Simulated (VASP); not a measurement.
```xyz
3
Lattice="1.8300 -3.1697 0.0000 1.8300 3.1697 0.0000 0.0000 0.0000 5.8200" Properties=species:S:1:pos:R:3 pbc="T T T"
Zr     0.0000     0.0000     0.0000
S      1.8300     1.0566     1.4550
S      1.8300    -1.0566     4.3650
```

Level of theory: PBE GGA, VASP's PBE PAW potentials (set 64) (plane waves; VASP 6.6.1). Run with 400 eV cut-off, 8×8×4 Γ-centred mesh, Gaussian smearing of 0.050 eV, potentials Zr_sv S.

Estimate the energy per atom (σ→0), pressure.

```yaml
energy per atom (σ→0): -7.132 eV/atom
pressure: 1.43 GPa
```

The compound is ZrS2 in the 1T layered structure. The cell was not relaxed at this level.
